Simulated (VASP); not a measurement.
# YB6 under strain

Aim: follow the pressure of YB6 through compression, expansion and shear. All runs use LDA. Left out of this account: 1 further run (fields: a reference on another mesh). The start is a computed cell from the Materials Project.

Calculated with VASP 6.6.1; LDA; plane waves and PAW (Y_sv, B).

This is a report of a sequence of runs, with most program output left out.

**1. The structure**

It takes space group Pm-3m (No. 221, cubic). Conventional cell: a = 4.090 Å, b = 4.090 Å, c = 4.090 Å, α = 90.00°, β = 90.00°, γ = 90.00°. Y has 24 B at 3.00 Å nearest. B has 6 B at 1.63 to 2.46 Å and 4 Y at 3.00 Å nearest. Farther neighbours are not listed.

Structure file:

```xyz
7
Lattice="4.0898 0.0000 0.0000 0.0000 4.0898 0.0000 0.0000 0.0000 4.0898" Properties=species:S:1:pos:R:3 pbc="T T T"
Y     0.0000    0.0000    0.0000
B     3.2765    2.0449    2.0449
B     0.8133    2.0449    2.0449
B     2.0449    2.0449    3.2765
B     2.0449    2.0449    0.8133
B     2.0449    0.8133    2.0449
B     2.0449    3.2765    2.0449
```

**2. Bands, cell as listed**

Levels along the symmetry lines show where the bands peak and cross; KPOINTS_OPT computes them in the converged potential. LDA, the lowest rung, knows the local density alone.

INCAR reads:

```
SYSTEM = YB6
PREC = Accurate
ENCUT = 420
EDIFF = 1E-06
NELM = 100
ISMEAR = -1
SIGMA = 0.05
LREAL = .FALSE.
ALGO = Normal
GGA = CA
NBANDS = 32
LASPH = .TRUE.
LORBIT = 11
LWAVE = .FALSE.
LCHARG = .FALSE.
KPAR = 8
```

POSCAR reads:

```
YB6
1.0
    4.0897680800      0.0000000000      0.0000000000
    0.0000000000      4.0897680800      0.0000000000
    0.0000000000      0.0000000000      4.0897680800
Y B
1 6
Direct
    0.0000000000      0.0000000000      0.0000000000
    0.8011341200      0.5000000000      0.5000000000
    0.1988658800      0.5000000000      0.5000000000
    0.5000000000      0.5000000000      0.8011341200
    0.5000000000      0.5000000000      0.1988658800
    0.5000000000      0.1988658800      0.5000000000
    0.5000000000      0.8011341200      0.5000000000
```

KPOINTS reads:

```
Automatic mesh
0
Gamma
7 7 7
0 0 0
```

KPOINTS_OPT reads:

```
Line mode
12
Line-mode
Reciprocal
  0.00000000   0.00000000   0.00000000 GAMMA
  0.00000000   0.50000000   0.00000000 X

  0.00000000   0.50000000   0.00000000 X
  0.50000000   0.50000000   0.00000000 M

  0.50000000   0.50000000   0.00000000 M
  0.00000000   0.00000000   0.00000000 GAMMA

  0.00000000   0.00000000   0.00000000 GAMMA
  0.50000000   0.50000000   0.50000000 R

  0.50000000   0.50000000   0.50000000 R
  0.00000000   0.50000000   0.00000000 X

  0.50000000   0.50000000   0.00000000 M
  0.50000000   0.50000000   0.50000000 R
```

Potentials, in the order of the species: Y_sv and B (LDA family, release 64).

Launch:

```bash
> mpirun -np 8 vasp_std
```

It took 8.8 s on 8 MPI ranks of Intel Xeon 6975P-C (Granite Rapids), shared host; peak memory 1.5 GiB.

This run has no spin polarisation. Its electron count is odd, so without a moment it is a metal by construction. At this level the cell is under a tension of 6.1 GPa, so at these settings it is away from equilibrium.

Numbers from this step:

```yaml
scf_cycles: 14
electrons: 29
bands: 32
irreducible_k_points: 20
symmetry_operations: 48
free_energy_toten: -54.5652 eV
energy_at_zero_smearing: -54.5577 eV
fermi_energy: 6.582 eV
pressure: -6.067 GPa
metallic: yes
```

Electronic bands along the path, in eV, zero at the Fermi level; # counts the bands kept:

```csv
point,#6,#7,#8,#9,#10,#11,#12,#13
Γ,-7.02,-2.03,-2.03,-2.03,0.94,0.94,1.06,1.06
0.55 of the way,-4.72,-3.30,-3.30,-1.71,-1.70,1.55,1.60,1.60
X,-3.93,-3.93,-3.42,-2.66,-1.37,1.13,1.13,1.42
0.45 of the way,-4.81,-4.27,-3.25,-3.02,-1.16,1.22,2.30,2.37
M,-4.64,-4.64,-3.05,-3.05,1.52,1.52,1.78,2.22
0.45 of the way,-4.71,-4.33,-3.89,-2.84,-0.07,0.09,1.93,2.02
Γ,-7.02,-2.03,-2.03,-2.03,0.94,0.94,1.06,1.06
0.55 of the way,-4.96,-4.05,-4.05,-3.86,1.30,1.30,2.32,2.48
R,-5.92,-2.60,-2.60,-2.60,2.50,2.74,2.74,3.06
0.45 of the way,-5.36,-3.88,-3.85,-2.86,0.89,2.03,2.21,2.45
X,-3.93,-3.93,-3.42,-2.66,-1.37,1.13,1.13,1.42
jump to M,-4.64,-4.64,-3.05,-3.05,1.52,1.52,1.78,2.22
0.45 of the way,-5.31,-4.53,-2.75,-2.75,2.13,2.37,2.37,2.42
R,-5.92,-2.60,-2.60,-2.60,2.50,2.74,2.74,3.06
```

Of the projections kept (Y, B), the largest for each band there; the rest of the weight can lie on other orbitals:

```csv
point,#6,#7,#8,#9,#10,#11,#12,#13
Γ,B 0.91,B 0.78,B 0.78,B 0.78,Y 0.78,Y 0.78,B 0.92,B 0.92
X,B 0.89,B 0.89,B 0.96,Y 0.67,B 0.98,Y 0.63,Y 0.63,Y 1.00
M,B 0.77,B 0.77,B 0.99,B 0.99,B 0.67,B 0.67,Y 0.93,Y 0.93
Γ,B 0.91,B 0.78,B 0.78,B 0.78,Y 0.78,Y 0.78,B 0.92,B 0.92
R,B 0.80,B 1.00,B 1.00,B 1.00,Y 1.00,Y 1.00,Y 1.00,Y 0.87
X,B 0.89,B 0.89,B 0.96,Y 0.67,B 0.98,Y 0.63,Y 0.63,Y 1.00
```

Force by atom:

```csv
atom,x (eV/Å),y (eV/Å),z (eV/Å),size
Y1,0.000,0.000,0.000,0.000
B2,-0.170,0.000,0.000,0.170
B3,0.170,0.000,0.000,0.170
B4,0.000,0.000,-0.170,0.170
B5,0.000,0.000,0.170,0.170
B6,0.000,0.170,0.000,0.170
B7,0.000,-0.170,0.000,0.170
```

There is no gap at this level.

**3. Bands, volume times 1.04**

The cell is expanded evenly, with fractional positions held.

INCAR is that of step 2.

Edit POSCAR of step 2 so:

```diff
@@ -2,5 +2,5 @@
 1.0
-    4.0897680800      0.0000000000      0.0000000000
-    0.0000000000      4.0897680800      0.0000000000
-    0.0000000000      0.0000000000      4.0897680800
+    4.1435869897      0.0000000000      0.0000000000
+    0.0000000000      4.1435869897      0.0000000000
+    0.0000000000      0.0000000000      4.1435869897
 Y B
```

KPOINTS is that of step 2.

KPOINTS_OPT is that of step 2.

Launch:

```bash
> mpirun -np 8 vasp_std
```

Elapsed: 8.8 s, on 8 MPI ranks; peak memory 1.4 GiB; 53 s of CPU time.

Numbers from this step:

- free energy (TOTEN): -54.4089 eV
- energy at zero smearing: -54.4015 eV
- Fermi energy: 6.281 eV
- pressure: -12.14 GPa

The electronic bands at the labelled points (eV, zero at the Fermi level; # counts the bands kept):

```csv
point,#6,#7,#8,#9,#10,#11,#12,#13
Γ,-6.93,-1.97,-1.97,-1.97,0.87,0.87,1.06,1.06
0.55 of the way,-4.64,-3.21,-3.21,-1.66,-1.64,1.45,1.52,1.52
X,-3.83,-3.83,-3.35,-2.55,-1.33,1.05,1.05,1.35
0.45 of the way,-4.75,-4.14,-3.19,-2.94,-1.11,1.15,2.19,2.24
M,-4.49,-4.49,-3.00,-3.00,1.46,1.46,1.69,2.11
0.45 of the way,-4.61,-4.27,-3.76,-2.77,-0.07,0.09,1.82,1.89
Γ,-6.93,-1.97,-1.97,-1.97,0.87,0.87,1.06,1.06
0.45 of the way,-4.63,-4.29,-4.29,-3.44,0.87,0.87,2.00,2.23
R,-5.78,-2.56,-2.56,-2.56,2.31,2.58,2.58,2.86
0.55 of the way,-5.14,-4.31,-3.61,-2.91,0.14,1.66,1.92,2.31
X,-3.83,-3.83,-3.35,-2.55,-1.33,1.05,1.05,1.35
jump to M,-4.49,-4.49,-3.00,-3.00,1.46,1.46,1.69,2.11
0.55 of the way,-5.34,-3.98,-2.66,-2.66,2.14,2.36,2.46,2.46
R,-5.78,-2.56,-2.56,-2.56,2.31,2.58,2.58,2.86
```

Of the projections kept (Y, B), the largest for each band there; the rest of the weight can lie on other orbitals:

```csv
point,#6,#7,#8,#9,#10,#11,#12,#13
Γ,B 0.91,B 0.78,B 0.78,B 0.78,Y 0.80,Y 0.80,B 0.93,B 0.93
X,B 0.89,B 0.89,B 0.96,Y 0.67,B 0.98,Y 0.65,Y 0.65,Y 1.00
M,B 0.77,B 0.77,B 0.99,B 0.99,B 0.67,B 0.67,Y 0.93,Y 0.93
Γ,B 0.91,B 0.78,B 0.78,B 0.78,Y 0.80,Y 0.80,B 0.93,B 0.93
R,B 0.80,B 1.00,B 1.00,B 1.00,Y 1.00,Y 1.00,Y 1.00,Y 0.88
X,B 0.89,B 0.89,B 0.96,Y 0.67,B 0.98,Y 0.65,Y 0.65,Y 1.00
```

Force by atom:

```csv
atom,x (eV/Å),y (eV/Å),z (eV/Å),size
Y1,0.000,0.000,0.000,0.000
B2,-0.303,0.000,0.000,0.303
B3,0.303,0.000,0.000,0.303
B4,0.000,0.000,-0.303,0.303
B5,0.000,0.000,0.303,0.303
B6,0.000,0.303,0.000,0.303
B7,0.000,-0.303,0.000,0.303
```

 The pressure is -12.14 GPa.

For the pressure, step 2 gave -6.07 GPa; this run, with cell volume +4.0 %, gives -12.1 GPa.

**4. Bands, volume times 1.08**

INCAR is that of step 3.

Edit POSCAR of step 3 so:

```diff
@@ -2,5 +2,5 @@
 1.0
-    4.1435869897      0.0000000000      0.0000000000
-    0.0000000000      4.1435869897      0.0000000000
-    0.0000000000      0.0000000000      4.1435869897
+    4.1960430266      0.0000000000      0.0000000000
+    0.0000000000      4.1960430266      0.0000000000
+    0.0000000000      0.0000000000      4.1960430266
 Y B
```

KPOINTS is that of step 3.

KPOINTS_OPT is that of step 3.

Launch:

```bash
> mpirun -np 8 vasp_std
```

The job ended after 9.2 s (8 MPI ranks; peak memory 1.5 GiB).

This step gave:

| Item | Value |
| --- | --- |
| free energy (TOTEN) | -54.1579 eV |
| energy at zero smearing | -54.1507 eV |
| Fermi energy | 5.997 eV |
| pressure | -17.18 GPa |

The electronic bands at the labelled points (eV, zero at the Fermi level; # counts the bands kept):

```csv
point,#6,#7,#8,#9,#10,#11,#12,#13
Γ,-6.84,-1.91,-1.91,-1.91,0.81,0.81,1.05,1.05
0.45 of the way,-5.01,-2.88,-2.88,-1.69,-1.24,1.22,1.59,1.59
X,-3.73,-3.73,-3.29,-2.44,-1.30,0.98,0.98,1.28
0.55 of the way,-4.25,-4.11,-3.25,-3.08,-0.67,1.14,2.07,2.37
M,-4.35,-4.35,-2.95,-2.95,1.41,1.41,1.60,2.00
0.45 of the way,-4.51,-4.21,-3.65,-2.71,-0.08,0.09,1.73,1.77
Γ,-6.84,-1.91,-1.91,-1.91,0.81,0.81,1.05,1.05
0.45 of the way,-4.57,-4.18,-4.18,-3.38,0.83,0.83,1.90,2.19
R,-5.64,-2.52,-2.52,-2.52,2.13,2.45,2.45,2.68
0.45 of the way,-5.08,-3.80,-3.71,-2.76,0.83,1.80,1.93,2.20
X,-3.73,-3.73,-3.29,-2.44,-1.30,0.98,0.98,1.28
jump to M,-4.35,-4.35,-2.95,-2.95,1.41,1.41,1.60,2.00
0.55 of the way,-5.20,-3.92,-2.62,-2.62,2.02,2.23,2.32,2.32
R,-5.64,-2.52,-2.52,-2.52,2.13,2.45,2.45,2.68
```

Of the projections kept (Y, B), the largest for each band there; the rest of the weight can lie on other orbitals:

```csv
point,#6,#7,#8,#9,#10,#11,#12,#13
Γ,B 0.92,B 0.78,B 0.78,B 0.78,Y 0.81,Y 0.81,B 0.93,B 0.93
X,B 0.90,B 0.90,B 0.96,Y 0.67,B 0.98,Y 0.66,Y 0.66,Y 1.00
M,B 0.77,B 0.77,B 0.99,B 0.99,B 0.67,B 0.67,Y 0.94,Y 0.93
Γ,B 0.92,B 0.78,B 0.78,B 0.78,Y 0.81,Y 0.81,B 0.93,B 0.93
R,B 0.81,B 1.00,B 1.00,B 1.00,Y 1.00,Y 1.00,Y 1.00,Y 0.88
X,B 0.90,B 0.90,B 0.96,Y 0.67,B 0.98,Y 0.66,Y 0.66,Y 1.00
```

Force by atom:

```csv
atom,x (eV/Å),y (eV/Å),z (eV/Å),size
Y1,0.000,0.000,0.000,0.000
B2,-0.421,0.000,0.000,0.421
B3,0.421,0.000,0.000,0.421
B4,0.000,0.000,-0.421,0.421
B5,0.000,0.000,0.421,0.421
B6,0.000,0.421,0.000,0.421
B7,0.000,-0.421,0.000,0.421
```

 The pressure is -17.18 GPa.

Between step 2 and this run (cell volume +8.0 %) the value for the pressure moves from -6.07 GPa to -17.2 GPa.

**5. Bands, sheared, principal strains -1.6, +0.5, +1.1 %**

The cell is sheared at fixed volume, which lowers its symmetry.

INCAR is that of step 4.

Edit POSCAR of step 4 so:

```diff
@@ -2,5 +2,5 @@
 1.0
-    4.1960430266      0.0000000000      0.0000000000
-    0.0000000000      4.1960430266      0.0000000000
-    0.0000000000      0.0000000000      4.1960430266
+    4.0676620000      0.0281600000      0.0440380000
+    0.0281600000      4.0971750000     -0.0162490000
+    0.0440380000     -0.0162490000      4.1052990000
 Y B
```

KPOINTS is that of step 4.

KPOINTS_OPT reads:

```
Line mode
12
Line-mode
Reciprocal
  0.00000000   0.00000000   0.50000000 X
  0.00000000   0.00000000   0.00000000 GAMMA

  0.00000000   0.00000000   0.00000000 GAMMA
  0.00000000  -0.50000000   0.00000000 Y

  0.00000000  -0.50000000   0.50000000 L
  0.00000000   0.00000000   0.00000000 GAMMA

  0.00000000   0.00000000   0.00000000 GAMMA
  0.50000000   0.50000000   0.00000000 Z

  0.50000000   0.50000000   0.50000000 N
  0.00000000   0.00000000   0.00000000 GAMMA

  0.00000000   0.00000000   0.00000000 GAMMA
  0.50000000   0.00000000   0.00000000 M

  0.50000000   0.00000000   0.50000000 R
  0.00000000   0.00000000   0.00000000 GAMMA
```

Launch:

```bash
> mpirun -np 8 vasp_std
```

Elapsed: 27 s, on 8 MPI ranks; peak memory 3.6 GiB.

The path and its labels are those of the sheared lattice, so a letter need not mean the same point as in the unstrained cell.

Numbers from this step:

```
irreducible k-points    : 172
symmetry operations     : 2
free energy (TOTEN)     : -54.5478 eV
energy at zero smearing : -54.5411 eV
Fermi energy            : 6.576 eV
pressure                : -5.982 GPa
```

The electronic bands at the labelled points (eV, zero at the Fermi level; # counts the bands kept):

```csv
point,#6,#7,#8,#9,#10,#11,#12,#13
X,-3.95,-3.86,-3.47,-2.64,-1.34,1.02,1.29,1.45
0.55 of the way,-5.22,-3.08,-3.02,-1.76,-1.33,1.41,1.63,1.92
Γ,-6.98,-2.08,-2.02,-2.00,0.87,0.90,1.01,1.11
0.55 of the way,-4.74,-3.34,-3.24,-1.70,-1.69,1.38,1.56,1.85
Y,-3.97,-3.85,-3.44,-2.65,-1.36,0.92,1.35,1.43
jump to L,-4.62,-4.57,-3.11,-3.07,1.54,1.60,1.74,2.18
0.45 of the way,-4.74,-4.37,-3.83,-2.84,-0.03,0.16,1.92,2.02
Γ,-6.98,-2.08,-2.02,-2.00,0.87,0.90,1.01,1.11
0.55 of the way,-4.69,-4.28,-3.88,-2.90,-0.02,0.14,1.89,2.04
Z,-4.70,-4.62,-3.07,-2.96,1.44,1.54,1.81,2.26
jump to N,-5.79,-2.69,-2.64,-2.48,2.48,2.71,2.77,3.02
0.55 of the way,-4.63,-4.42,-4.36,-3.57,0.89,1.02,2.11,2.35
Γ,-6.98,-2.08,-2.02,-2.00,0.87,0.90,1.01,1.11
0.45 of the way,-5.09,-3.07,-3.04,-1.83,-1.32,1.34,1.61,1.76
M,-3.96,-3.93,-3.32,-2.67,-1.39,0.98,1.11,1.43
jump to R,-4.70,-4.59,-3.11,-2.95,1.43,1.58,1.78,2.24
0.45 of the way,-4.71,-4.29,-3.85,-2.92,0.00,0.18,1.90,2.02
Γ,-6.98,-2.08,-2.02,-2.00,0.87,0.90,1.01,1.11
```

Of the projections kept (Y, B), the largest for each band there; the rest of the weight can lie on other orbitals:

```csv
point,#6,#7,#8,#9,#10,#11,#12,#13
X,B 0.89,B 0.88,B 0.96,Y 0.67,B 0.97,Y 0.63,Y 0.72,Y 0.92
Γ,B 0.91,B 0.76,B 0.78,B 0.78,B 0.92,Y 0.78,Y 0.78,B 0.92
Y,B 0.90,B 0.88,B 0.96,Y 0.67,B 0.97,Y 0.62,Y 0.82,Y 0.83
L,B 0.77,B 0.77,B 0.99,B 0.99,B 0.67,B 0.67,Y 0.93,Y 0.92
Γ,B 0.91,B 0.76,B 0.78,B 0.78,B 0.92,Y 0.78,Y 0.78,B 0.92
Z,B 0.78,B 0.77,B 0.99,B 0.99,B 0.67,B 0.66,Y 0.93,Y 0.93
```

Force by atom:

```csv
atom,x (eV/Å),y (eV/Å),z (eV/Å),size
Y1,0.000,0.000,0.000,0.000
B2,-0.155,-0.165,-0.254,0.340
B3,0.155,0.165,0.254,0.340
B4,-0.255,0.092,-0.147,0.308
B5,0.255,-0.092,0.147,0.308
B6,0.165,0.157,-0.092,0.246
B7,-0.165,-0.157,0.092,0.246
```

 The pressure is -5.98 GPa, and the symmetry operations fall from 48 to 2.

**6. Bands, volume times 0.96**

The cell is compressed evenly, with fractional positions held.

INCAR is that of step 5.

Edit POSCAR of step 5 so:

```diff
@@ -2,5 +2,5 @@
 1.0
-    4.0676620000      0.0281600000      0.0440380000
-    0.0281600000      4.0971750000     -0.0162490000
-    0.0440380000     -0.0162490000      4.1052990000
+    4.0344941680      0.0000000000      0.0000000000
+    0.0000000000      4.0344941680      0.0000000000
+    0.0000000000      0.0000000000      4.0344941680
 Y B
```

KPOINTS is that of step 5.

KPOINTS_OPT reads:

```
Line mode
12
Line-mode
Reciprocal
  0.00000000   0.00000000   0.00000000 GAMMA
  0.00000000   0.50000000   0.00000000 X

  0.00000000   0.50000000   0.00000000 X
  0.50000000   0.50000000   0.00000000 M

  0.50000000   0.50000000   0.00000000 M
  0.00000000   0.00000000   0.00000000 GAMMA

  0.00000000   0.00000000   0.00000000 GAMMA
  0.50000000   0.50000000   0.50000000 R

  0.50000000   0.50000000   0.50000000 R
  0.00000000   0.50000000   0.00000000 X

  0.50000000   0.50000000   0.00000000 M
  0.50000000   0.50000000   0.50000000 R
```

Launch:

```bash
> mpirun -np 8 vasp_std
```

Wall time 11 s (8 MPI ranks); peak memory 1.4 GiB; 65 s of CPU time.

Numbers from this step:

```
irreducible k-points    : 20
symmetry operations     : 48
free energy (TOTEN)     : -54.6075 eV
energy at zero smearing : -54.5999 eV
Fermi energy            : 6.900 eV
pressure                : 1.256 GPa
```

The electronic bands at the labelled points (eV, zero at the Fermi level; # counts the bands kept):

```csv
point,#6,#7,#8,#9,#10,#11,#12,#13
Γ,-7.12,-2.09,-2.09,-2.09,1.01,1.01,1.07,1.07
0.45 of the way,-5.26,-3.14,-3.14,-1.85,-1.40,1.48,1.84,1.84
X,-4.03,-4.03,-3.48,-2.78,-1.41,1.21,1.21,1.49
0.55 of the way,-4.50,-4.43,-3.53,-3.26,-0.77,1.34,2.44,2.77
M,-4.80,-4.80,-3.10,-3.10,1.58,1.58,1.88,2.34
0.55 of the way,-4.90,-4.49,-3.69,-2.49,-0.08,0.03,1.83,2.08
Γ,-7.12,-2.09,-2.09,-2.09,1.01,1.01,1.07,1.07
0.55 of the way,-5.10,-4.11,-4.11,-3.94,1.35,1.35,2.47,2.65
R,-6.06,-2.65,-2.65,-2.65,2.71,2.90,2.90,3.27
0.45 of the way,-5.51,-3.93,-3.92,-2.91,0.91,2.16,2.36,2.60
X,-4.03,-4.03,-3.48,-2.78,-1.41,1.21,1.21,1.49
jump to M,-4.80,-4.80,-3.10,-3.10,1.58,1.58,1.88,2.34
0.55 of the way,-5.63,-4.11,-2.75,-2.75,2.39,2.63,2.75,2.75
R,-6.06,-2.65,-2.65,-2.65,2.71,2.90,2.90,3.27
```

Of the projections kept (Y, B), the largest for each band there; the rest of the weight can lie on other orbitals:

```csv
point,#6,#7,#8,#9,#10,#11,#12,#13
Γ,B 0.90,B 0.77,B 0.77,B 0.77,Y 0.77,Y 0.77,B 0.91,B 0.91
X,B 0.88,B 0.88,B 0.96,Y 0.67,B 0.97,Y 0.62,Y 0.62,Y 1.00
M,B 0.77,B 0.77,B 0.99,B 0.99,B 0.66,B 0.66,Y 0.92,Y 0.92
Γ,B 0.90,B 0.77,B 0.77,B 0.77,Y 0.77,Y 0.77,B 0.91,B 0.91
R,B 0.79,B 0.99,B 0.99,B 0.99,Y 1.00,Y 1.00,Y 1.00,Y 0.87
X,B 0.88,B 0.88,B 0.96,Y 0.67,B 0.97,Y 0.62,Y 0.62,Y 1.00
```

 The pressure is 1.26 GPa.

For the pressure, step 2 gave -6.07 GPa; this run, with cell volume -4.0 %, gives 1.26 GPa.

(Part 1 of 2 ends here.)

[Lines on the potential files, build, host, timing and source positions are cut from VASP's logs without a mark.]

[Logs are printed without paths, hosts, clocks, repeated set-up lines and the standing remarks that a program may print on its own settings, such as how far it seeks lower states.]

[Hosts, paths, dates, database ids (printed as entryN), source tags and the programs' standing remarks are cut or masked in the printed files.]

[A measured line is paired with the nearest computed mode of its activity, which favours agreement.]

[In band tables of VASP the shares of atoms and orbitals are scaled to a sum of 1 inside the atoms' spheres.]
